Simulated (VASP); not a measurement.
```xyz
4
Lattice="-1.7861 1.7861 6.0468 1.7861 -1.7861 6.0468 1.7861 1.7861 -6.0468" Properties=species:S:1:pos:R:3 pbc="T T T"
Ru     0.0000     0.0000     9.0703
Ru     0.0000     1.7861     0.0000
Te     0.0000     0.0000     2.0076
Te     0.0000     1.7861     5.0310
```

The base run (VASP): PBE GGA, plane waves, VASP's PBE PAW potentials (set 64). Settings: 400 eV cut-off, 8×8×8 Γ-centred mesh, Gaussian smearing of 0.050 eV, potentials Ru_pv Te.

One setting is varied; ΔE counts from the most expensive setting. The base run took about 7 core-minutes. Times come from single runs on busy shared machines, so they are rough: good to a factor of about 2.

The base run's pressure lies -0.34 GPa from that at 475 eV (Pulay error).

```json
[
 {"setting": "KPOINTS 2×2×2 Γ-centred mesh", "cost over the base run": "about 1/10", "electronic steps": "13", "ΔE (meV/atom)": "100.4", "pressure (GPa)": "1.36"},
 {"setting": "KPOINTS 7×7×7 Γ-centred mesh", "cost over the base run": "about 1/2", "electronic steps": "16", "ΔE (meV/atom)": "-0.6", "pressure (GPa)": "2.51"},
 {"setting": "KPOINTS 9×9×9 Γ-centred mesh", "cost over the base run": "within a factor of 2", "electronic steps": "16", "ΔE (meV/atom)": "0.0", "pressure (GPa)": "2.49"},
 {"setting": "base run", "cost over the base run": "reference", "electronic steps": "16", "ΔE (meV/atom)": "-0.5", "pressure (GPa)": "2.52"}
]
```

Left out are runs that failed, have no time on record or changed the cell.

The structure was generated: TeRu was put into the NbAs type (I4_1md), which need not be its known phase. The cell was not relaxed at this level.
